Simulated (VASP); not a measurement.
Cu3Pd (ordered alloy cell): computed properties

All values below come from PBEsol GGA, VASP's PBE PAW potentials (set 64) (plane waves; VASP).

space group: Cmmm (65)
cell: a = 5.1953 Å, b = 7.0640 Å, c = 2.6722 Å, α = 90.00°, β = 90.00°, γ = 90.00°
volume per atom: 12.26 Å^3/atom
band gap (over mesh and band path): none (metal, semimetal or under 0.01 eV)
density: 10.06 g/cm³

```cif
data_Cu3Pd
_chemical_formula_sum 'Pd1 Cu3'
_space_group_name_H-M_alt 'P 1'
_space_group_IT_number 1
_cell_length_a 5.13455
_cell_length_b 5.13455
_cell_length_c 2.67223
_cell_angle_alpha 58.638
_cell_angle_beta 58.638
_cell_angle_gamma 60.784
loop_
_space_group_symop_operation_xyz
  'x, y, z'
loop_
_atom_site_label
_atom_site_type_symbol
_atom_site_fract_x
_atom_site_fract_y
_atom_site_fract_z
_atom_site_occupancy
Pd1 Pd 0.00000 0.00000 0.00000 1
Cu1 Cu 0.00000 0.50000 0.00000 1
Cu2 Cu 0.50000 0.00000 0.00000 1
Cu3 Cu 0.50000 0.50000 0.00000 1
```

The structure was generated: Cu3Pd was put into an ordered model structure (Cmmm), which need not be its known phase. It was relaxed first. Symmetry was kept, so distortions that lower it aren't found. The electron count is odd and the run is not spin-polarised, which forces a metal.
